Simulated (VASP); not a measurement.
```xyz
2
Lattice="1.7686 -3.0634 0.0000 1.7686 3.0634 0.0000 0.0000 0.0000 5.4167" Properties=species:S:1:pos:R:3 pbc="T T T"
Er     1.7686     1.0211     1.3542
Er     1.7686    -1.0211     4.0625
```

These are SCAN meta-GGA, VASP's PBE PAW potentials (set 64) (plane waves; VASP 6.6.1) values and carry that method's errors. Numerical set-up: 520 eV cut-off, 11×11×6 Γ-centred mesh, first-order Methfessel-Paxton smearing of 0.10 eV, potentials Er_3.

The 4f electrons are frozen in the core of the lanthanide potential, so 4f levels, which can set the real gap, and their magnetism are missing.

**Question.** Predict the energy per atom (σ→0), band gap (on the k-mesh) with the smallest direct gap where there is one.

**Answer.** 
The band gap (on the k-mesh) is none (metal, semimetal or under 0.01 eV) and the energy per atom (σ→0) comes out as -50355 meV/atom.

The compound is Er in the hcp structure. It was relaxed first. The start is the result of an earlier pass.
